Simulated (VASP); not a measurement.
An input for Ansatz (written as the equivalent of a VASP run, and not itself run):

Ansatz 0.2 input:
```yaml
crystal:
  lattice:
    - [2.9708781, 0.0000000, 0.0000000]
    - [0.0000000, 2.9708781, 0.0000000]
    - [0.0000000, 0.0000000, 2.9708781]
  atoms:
    - { symbol: Mo, position: [0.0000000, 0.0000000, 0.0000000] }
    - { symbol: S, position: [0.5000000, 0.5000000, 0.5000000] }
kpoints:
  mp_grid: { grid: [11, 11, 11] }
hamiltonian:
  xc: pbesol
  pseudopotentials: { kind: paw }
scf:
  occupations: { method: methfessel_paxton, width: 0.1 }
  max_iter: 100
relax:
  max_steps: 60
  f_tol: 0.01
  cell: {}
output: { forces: true, stress: true, eigenvalues: true }
```

Write the VASP files for the same calculation (PBEsol).

One answer among several that fit: 
File KPOINTS:
```
Automatic mesh
0
G
 11 11 11
```

INCAR:
```
SYSTEM = MoS
PREC = Accurate
SIGMA = 0.1
LMAXMIX = 4   # l cut-off of mixed one-centre charges
IBRION = 2
GGA = PS
LASPH = .True.   # aspherical one-centre terms
EDIFFG = -0.01
ALGO = Normal
LREAL = .False.
LWAVE = .False.
LCHARG = .False.
NSW = 60   # most ionic steps
ENCUT = 400   # plane-wave cut-off (eV)
EDIFF = 1E-6   # SCF stop (eV)
ISMEAR = 1   # Methfessel-Paxton
ISIF = 3   # ions, shape and volume
NELM = 100   # most electronic steps
```

POSCAR:
```
MoS
1
    2.9708780841     0.0000000000     0.0000000000
    0.0000000000     2.9708780841     0.0000000000
    0.0000000000     0.0000000000     2.9708780841
Mo S
1 1
Direct
  0.0000000000   0.0000000000   0.0000000000
  0.5000000000   0.5000000000   0.5000000000
```

POTCAR, in this order: Mo_sv S (PBE.64 set). Program: vasp_std.

Limits of the translation: each code has its own PAW files, so the cut-off isn't converted (ENCUT is set for VASP's; basis.ecutwfc is left out, and Ansatz then takes the one that its files recommend); Ansatz stops its SCF on the density residual and VASP on the energy change (EDIFF).

The structure was generated: MoS was put into the CsCl type type (Pm-3m), which need not be its known phase. This run relaxes it. Symmetry was kept, so distortions that lower it aren't found. The start is the result of an earlier pass.
